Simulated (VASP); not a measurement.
Computed with r2SCAN meta-GGA, VASP's PBE PAW potentials (set 64) (plane waves; VASP 6.6.1).

A VASP calculation is set up with these files.

File POSCAR:
```
Os
2.7413640
  0.5000000020  -0.8660252771   0.0000000000
  0.5000000020   0.8660252771   0.0000000000
  0.0000000000   0.0000000000   1.5747884912
Os
2
Cartesian
  0.5000000020   0.2886756697   0.3936971228
  0.5000000020  -0.2886756697   1.1810913684
```

**INCAR**
```
SYSTEM = Os
PREC = Accurate; ENCUT = 520; LREAL = .FALSE.
LASPH = .TRUE.
EDIFF = 1E-7; NELM = 100; ALGO = Normal
LMAXMIX = 6; LMIXTAU = .TRUE.
ISMEAR = -5
METAGGA = R2SCAN
ISIF = 2
LWAVE = .FALSE.; LCHARG = .FALSE.; LORBIT = 11
NEDOS = 601
```

### KPOINTS
```
Automatic mesh
0
Gamma
17 17 10
0 0 0
```

KPOINTS_OPT:
```
k-points along high-symmetry lines
6
Line-mode
Reciprocal
  0.000000   0.000000   0.000000 ! GAMMA
  0.000000   0.500000   0.000000 ! M

  0.000000   0.500000   0.000000 ! M
 -0.333333   0.666667   0.000000 ! K

 -0.333333   0.666667   0.000000 ! K
  0.000000   0.000000   0.000000 ! GAMMA

  0.000000   0.000000   0.000000 ! GAMMA
  0.000000   0.000000   0.500000 ! A

  0.000000   0.000000   0.500000 ! A
  0.000000   0.500000   0.500000 ! L

  0.000000   0.500000   0.500000 ! L
 -0.333333   0.666667   0.500000 ! H

 -0.333333   0.666667   0.500000 ! H
  0.000000   0.000000   0.500000 ! A

  0.000000   0.500000   0.500000 ! L
  0.000000   0.500000   0.000000 ! M

 -0.333333   0.666667   0.500000 ! H
 -0.333333   0.666667   0.000000 ! K
```

POTCAR, in this order: Os (PBE.64 set). Program: vasp_std.

The run wrote:

### OSZICAR
```
       N       E                     dE             d eps       ncg     rms          rms(c)
DAV:   1     0.261138182161E+02    0.26114E+02   -0.80035E+03  4768   0.133E+03
DAV:   2    -0.101002374307E+03   -0.12712E+03   -0.11455E+03  5044   0.417E+02
DAV:   3    -0.108515212680E+03   -0.75128E+01   -0.69321E+01  5776   0.833E+01
DAV:   4    -0.108701713784E+03   -0.18650E+00   -0.18525E+00  5004   0.131E+01
DAV:   5    -0.108704157663E+03   -0.24439E-02   -0.24450E-02  5536   0.122E+00    0.221E+01
DAV:   6    -0.106260059381E+03    0.24441E+01   -0.77012E-01  4880   0.853E+00    0.113E+01
DAV:   7    -0.105100541797E+03    0.11595E+01   -0.25455E+00  5388   0.148E+01    0.276E+00
DAV:   8    -0.105889193179E+03   -0.78865E+00   -0.43659E-01  5128   0.620E+00    0.279E-01
DAV:   9    -0.105999160507E+03   -0.10997E+00   -0.88888E-02  5192   0.268E+00    0.680E-02
DAV:  10    -0.106006080915E+03   -0.69204E-02   -0.62432E-03  4940   0.772E-01    0.185E-01
DAV:  11    -0.106006187755E+03   -0.10684E-03   -0.19583E-03  5208   0.430E-01    0.895E-02
DAV:  12    -0.106007213038E+03   -0.10253E-02   -0.23989E-04  4908   0.183E-01    0.144E-02
DAV:  13    -0.106007231178E+03   -0.18140E-04   -0.20228E-05  4924   0.431E-02    0.169E-02
DAV:  14    -0.106007238318E+03   -0.71400E-05   -0.47980E-06  5324   0.238E-02    0.402E-03
DAV:  15    -0.106007240722E+03   -0.24038E-05   -0.95329E-07  4828   0.997E-03    0.138E-03
DAV:  16    -0.106007241905E+03   -0.11835E-05   -0.50560E-07  4724   0.660E-03    0.142E-03
DAV:  17    -0.106007242253E+03   -0.34752E-06   -0.47504E-08  2396   0.281E-03    0.372E-04
DAV:  18    -0.106007242415E+03   -0.16167E-06   -0.84714E-09  2392   0.985E-04    0.525E-04
DAV:  19    -0.106007242578E+03   -0.16304E-06   -0.33669E-09  2384   0.701E-04    0.214E-04
DAV:  20    -0.106007242585E+03   -0.72430E-08   -0.62401E-10  2388   0.220E-04
   1 F= -.10600724E+03 E0= -.10600724E+03  d E =0.000000E+00
       N       E                     dE             ncg
```

### OUTCAR
```
------------------------ aborting loop because EDIFF is reached ----------------------------------------
  FORCE on cell =-STRESS in cart. coord.  units (eV):
  Direction    XX          YY          ZZ          XY          YZ          ZX
  --------------------------------------------------------------------------------------
  Total       -0.0383515     -0.0383514      0.0322011      0.0000000      0.0000000      0.0000000
  in kB       -2.1869532     -2.1869525      1.8362348      0.0000000      0.0000000      0.0000000
  external PRESSURE =      -0.8458903 kB  Pullay stress =       0.0000000 kB
  volume of cell :       28.10
      direct lattice vectors                 reciprocal lattice vectors
     1.370682005 -2.374090518  0.000000000     0.364781910 -0.210606966  0.000000000
     1.370682005  2.374090518  0.000000000     0.364781910  0.210606966  0.000000000
     0.000000000  0.000000000  4.317068477     0.000000000  0.000000000  0.231638670
 POSITION                                       TOTAL-FORCE (eV/Angst)
 -----------------------------------------------------------------------------------
      1.37068      0.79137      1.07927        -0.000000     -0.000000      0.000000
      1.37068     -0.79137      3.23780         0.000000      0.000000      0.000000
 -----------------------------------------------------------------------------------
    total drift:                                0.000001      0.000025     -0.000020
  FREE ENERGIE OF THE ION-ELECTRON SYSTEM (eV)
  ---------------------------------------------------
  free  energy   TOTEN  =      -106.0072425849 eV

  energy  without entropy=     -106.0072425849  energy(sigma->0) =     -106.00724258

 total charge

# of ion       s       p       d       tot
------------------------------------------
    1        0.656   0.788   6.047   7.490
    2        0.656   0.788   6.047   7.490
--------------------------------------------------
tot          1.311   1.575  12.094  14.980
```
(Selected blocks of OUTCAR.)

For a metal the tetrahedron method with Blöchl corrections gives inexact stress and forces.

The compound is Os in the hcp structure. It was relaxed first.
